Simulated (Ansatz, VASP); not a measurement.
## Mn2ZnP2: VASP beside Ansatz

INCAR

```
PREC = Accurate
ENCUT = 520
EDIFF = 1E-6
ISMEAR = -1
SIGMA = 0.1
LREAL = F
LASPH = T
NELM = 100
ALGO = Fast
ISIF = 2
LWAVE = F
LCHARG = F
GGA = PE
NBANDS = 32
```

The input KPOINTS:

```
regular mesh
0
Gamma
  10 10 6
```

File POSCAR:

```
Mn2ZnP2
1.0
    3.9407250000      0.0000000000      0.0000000000
   -1.9703630000      3.4127700000      0.0000000000
    0.0000000000      0.0000000000      6.3182350000
Mn P Zn
2 2 1
Direct
    0.3333000000      0.6667000000      0.3694400000
    0.6667000000      0.3333000000      0.6305600000
    0.3333000000      0.6667000000      0.7679300000
    0.6667000000      0.3333000000      0.2320700000
    0.0000000000      0.0000000000      0.0000000000
```

Input for Ansatz:

```yaml
crystal:
  lattice:
    - [3.940725, 0.0, 0.0]
    - [-1.970363, 3.41277, 0.0]
    - [0.0, 0.0, 6.318235]
  atoms:
    - { symbol: Mn, position: [0.3333, 0.6667, 0.36944] }
    - { symbol: Mn, position: [0.6667, 0.3333, 0.63056] }
    - { symbol: P, position: [0.3333, 0.6667, 0.76793] }
    - { symbol: P, position: [0.6667, 0.3333, 0.23207] }
    - { symbol: Zn, position: [0.0, 0.0, 0.0] }
  symmetry: { tolerance: 0.0003 }
kpoints:
  mp_grid: { grid: [10, 10, 6], shift: [0, 0, 0] }
  band_path:
    path:
      - [0.0, 0.0, 0.0]
      - [0.5, 9.0e-08, 0.0]
      - [0.33333333, 0.33333342, 0.0]
      - [0.0, 0.0, 0.0]
      - [0.0, 0.0, 0.5]
      - [0.5, 9.0e-08, 0.5]
      - [0.33333333, 0.33333342, 0.5]
      - [0.0, 0.0, 0.5]
      - [0.5, 9.0e-08, 0.5]
      - [0.5, 9.0e-08, 0.0]
      - [0.33333333, 0.33333342, 0.5]
    npoints: 6
magnetization:
  spin_polarized: false
scf:
  occupations: { method: fermi_dirac }
  lower_state_search: "off"
  max_iter: 200
hamiltonian:
  pseudopotentials: { kind: paw }
  xc: pbe
basis:
  ecutwfc: 420
  fft_grid_basis: typed
output:
  forces: true
  stress: true
  eigenvalues: true
  bader: true
  populations: true
  elf: true
  write_potential: true
  volumetric_format: npy
  dos:
    e_range: [-12, 8]
    de: 0.05
    projected: { site_lists: { Mn: [Mn], P: [P], Zn: [Zn] } }
checkpoint:
  read: saved_state
```

The cell was built by a generator and needn't be a form met in nature.

Alike in both runs: task single point; functional PBE; k mesh 10 × 10 × 6; no spin polarisation.

|  | VASP | Ansatz |
| --- | --- | --- |
| version | VASP 6.6.1 | Ansatz 0.2.0 |
| potentials or method | VASP PAW PBE potentials, release 64 (Mn_pv, P, Zn) | PAW plane waves |
| plane-wave cutoff (eV) | 520 | 420 |
| occupations | fermi-dirac, width 0.1 eV | fermi-dirac |
| valence electrons in the cell | 48 | 52 |

VASP gave:

```
pressure (GPa)                                  : -20.2
largest component of the traceless stress (GPa) : 2.28
rms of the force components (eV/Å)              : 0.958
```

Problem. Estimate Ansatz's values.

Solution. Pressure (GPa): -20.2; largest component of the traceless stress (GPa): 2.29; rms of the force components (eV/Å): 0.963.

Atom by atom the forces differ by 0.005 eV/Å (rms over components). The two sets of potentials don't hold the same shells in valence. Ansatz warned: «structure_snapped_to_symmetry».

Caveats: so large a pressure means that the cell lies far from this level's equilibrium, or that cutoff or potentials fall short (VASP); forces of over 1 eV/Å show positions far from the minimum, so gaps and moduli don't describe the material at rest. Spin polarisation is off, so any magnetic state and its effect on volume and gap are missing.
